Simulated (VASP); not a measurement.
Calculation: r2SCAN meta-GGA, VASP's PBE PAW potentials (set 64) (plane waves; VASP 6.6.1).

Input for VASP

**POSCAR**
```
W(211) slab
1
    2.7476926401     0.0000000000     0.0000000000
    0.0000000000     4.4869638880     0.0000000000
    0.0000000000     0.0000000000    24.1275052976
W
7
Direct
  0.4759114792   0.5000000000   0.3458392629
  0.8418314158   1.0000000000   0.3908988084
  0.1821449978   0.5000000000   0.4452996269
  0.5000000000   1.0000000000   0.5000000000
  0.8178550022   0.5000000000   0.5547003731
  0.1581685842   1.0000000000   0.6091011916
  0.5240885208   0.5000000000   0.6541607371
```

File KPOINTS:
```
Automatic mesh
0
Gamma
10 6 1
0 0 0
```

### INCAR
```
ALGO = Normal
DIPOL = 0.5 0.5 0.5
EDIFF = 1E-6
ENCUT = 400
IDIPOL = 3
ISMEAR = 1
LASPH = .True.
LCHARG = .False.
LDIPOL = .True.
LMAXMIX = 6
LMIXTAU = .True.
LORBIT = 11
LREAL = .False.
LVHAR = .True.
LWAVE = .False.
METAGGA = R2SCAN
NELM = 100
NELMIN = 4
PREC = Normal
SIGMA = 0.1
SYSTEM = W(211) slab
```

POTCAR, in this order: W_sv (PBE.64 set). Program: vasp_std. Read from the step before: WAVECAR.

Output of the run:

File OUTCAR:
```
 ion  position               nearest neighbor table
   1  0.476  0.500  0.346-   3 2.53   2 2.69   2 2.69   2 3.04   2 3.04   3 3.09
   2  0.842  0.000  0.391-   1 2.69   1 2.69   3 2.76   3 2.76   4 2.79   1 3.04   1 3.04   3 3.17
                             3 3.17   4 3.19
   3  0.182  0.500  0.445-   1 2.53   4 2.75   4 2.75   2 2.76   2 2.76   5 2.82   1 3.09   5 3.17
                             2 3.17   2 3.17   4 3.21   4 3.21
   4  0.500  0.000  0.500-   3 2.75   5 2.75   3 2.75   5 2.75   2 2.79   6 2.79   6 3.19   2 3.19
                             3 3.21   3 3.21   5 3.21   5 3.21
   5  0.818  0.500  0.555-   7 2.53   4 2.75   4 2.75   6 2.76   6 2.76   3 2.82   7 3.09   3 3.17
                             6 3.17   6 3.17   4 3.21   4 3.21
   6  0.158  0.000  0.609-   7 2.69   7 2.69   5 2.76   5 2.76   4 2.79   7 3.04   7 3.04   5 3.17
                             5 3.17   4 3.19
   7  0.524  0.500  0.654-   5 2.53   6 2.69   6 2.69   6 3.04   6 3.04   5 3.09
  LATTYP: Found a simple orthorhombic cell.
 ALAT       =     2.7476926401
 B/A-ratio  =     1.6329933787
 C/A-ratio  =     8.7810059049
 Subroutine PRICEL returns:
 Original cell was already a primitive cell.
 Subroutine GETGRP returns: Found  4 space group operations
The static configuration has the point symmetry C_2h.
The dynamic configuration has the point symmetry C_2h.
 Subroutine INISYM returns: Found  4 space group operations
 Subroutine IBZKPT returns following result:
 Found     24 irreducible k-points:
...
```

OSZICAR:
```
       N       E                     dE             d eps       ncg     rms          rms(c)
DAV:   1    -0.353741301041E+03   -0.35374E+03   -0.16865E-05  2488   0.218E-02    0.145E-03
DAV:   2    -0.353741304808E+03   -0.37672E-05   -0.30708E-06  2128   0.164E-02    0.191E-03
DAV:   3    -0.353741302523E+03    0.22852E-05   -0.98025E-07  1936   0.940E-03    0.681E-04
DAV:   4    -0.353741302169E+03    0.35373E-06   -0.11644E-07  1592   0.220E-03
   1 F= -.35374130E+03 E0= -.35374151E+03  d E =0.617094E-03
```

File OUTCAR:
```
------------------------ aborting loop because EDIFF is reached ----------------------------------------
  FORCE on cell =-STRESS in cart. coord.  units (eV):
  Direction    XX          YY          ZZ          XY          YZ          ZX
  --------------------------------------------------------------------------------------
  Total       -6.2394397     -4.4816744     -1.1645572      0.0000000      0.0000000      0.4092008
  in kB      -33.6064801    -24.1389144     -6.2724654      0.0000000      0.0000000      2.2040117
  external PRESSURE =     -21.3392866 kB  Pullay stress =       0.0000000 kB
  volume of cell :      297.46
      direct lattice vectors                 reciprocal lattice vectors
     2.747692640  0.000000000  0.000000000     0.363941725  0.000000000  0.000000000
     0.000000000  4.486963888  0.000000000     0.000000000  0.222867851  0.000000000
     0.000000000  0.000000000 24.127505298     0.000000000  0.000000000  0.041446473
 POSITION                                       TOTAL-FORCE (eV/Angst)
 -----------------------------------------------------------------------------------
      1.30766      2.24348      8.34424         0.013530      0.000000      0.061677
      2.31309      0.00000      9.43141        -0.056654      0.000000      0.091593
      0.50048      2.24348     10.74397        -0.083607      0.000000      0.043699
      1.37385      0.00000     12.06375         0.000000      0.000000      0.000000
      2.24721      2.24348     13.38354         0.083607      0.000000     -0.043699
      0.43460      0.00000     14.69609         0.056654      0.000000     -0.091593
      1.44003      2.24348     15.78327        -0.013530      0.000000     -0.061677
 -----------------------------------------------------------------------------------
    total drift:                               -0.000000      0.000000     -0.000000
  FREE ENERGIE OF THE ION-ELECTRON SYSTEM (eV)
  ---------------------------------------------------
  free  energy   TOTEN  =      -353.7413021691 eV

  energy  without entropy=     -353.7419192634  energy(sigma->0) =     -353.74150787

 total charge

# of ion       s       p       d       tot
------------------------------------------
    1        2.429   6.213   3.380  12.022
    2        2.400   6.312   3.297  12.008
    3        2.402   6.338   3.360  12.100
    4        2.387   6.340   3.318  12.045
    5        2.402   6.338   3.360  12.100
    6        2.400   6.312   3.297  12.008
    7        2.429   6.213   3.380  12.022
--------------------------------------------------
tot         16.848  44.067  23.391  84.306
```
(Selected blocks of OUTCAR.)

File OUTCAR:
```
 val. band max:        1.6029897218   @ k =   0.2000   0.0000   0.0000

 cond. band min:       1.6403252328   @ k =   0.5000   0.0000   0.0000


 Fermi energy:         1.6332851172

 k-point     1 :       0.0000    0.0000    0.0000
  band No.  band energies     occupation
      1     -74.5996      2.00000
      2     -74.5504      2.00000
      3     -74.4539      2.00000
      4     -74.3469      2.00000
      5     -74.3458      2.00000
      6     -74.2253      2.00000
      7     -74.2249      2.00000
      8     -38.7316      2.00000
      9     -38.6805      2.00000
     10     -38.5181      2.00000
     11     -38.4770      2.00000
     12     -38.2834      2.00000
     13     -38.2190      2.00000
     14     -37.9822      2.00000
     15     -37.9509      2.00000
     16     -37.8846      2.00000
     17     -37.7494      2.00000
     18     -37.6391      2.00000
     19     -37.6369      2.00000
     20     -37.5942      2.00000
     21     -37.5742      2.00000
     22     -37.5050      2.00000
     23     -37.4190      2.00000
     24     -37.3801      2.00000
     25     -37.3494      2.00000
     26     -37.3379      2.00000
     27     -37.2197      2.00000
     28     -37.2082      2.00000
     29      -7.9695      2.00000
     30      -6.4531      2.00000
     31      -4.6686      2.00000
     32      -4.4063      2.00000
     33      -3.4539      2.00000
     34      -3.3938      2.00000
     35      -2.8858      2.00000
     36      -2.0387      2.00000
     37      -1.7305      2.00000
     38      -1.3860      2.00000
     39      -1.3502      2.00000
     40      -0.8955      2.00000
     41      -0.8844      2.00000
     42      -0.6765      2.00000
     43      -0.4885      2.00000
     44      -0.1650      2.00000
     45       0.0670      2.00000
     46       0.2544      2.00000
     47       0.4926      2.00000
     48       0.5626      2.00000
     49       0.7977      2.00000
     50       0.9789      2.00000
     51       2.0375     -0.00000
...
```

The run did not end as a converged relaxation.  Unless said otherwise, spin-orbit coupling is left out, though it shifts the bands of the heavy elements here.

The cell is a thin slab with vacuum, built from W (bcc): (211) face.
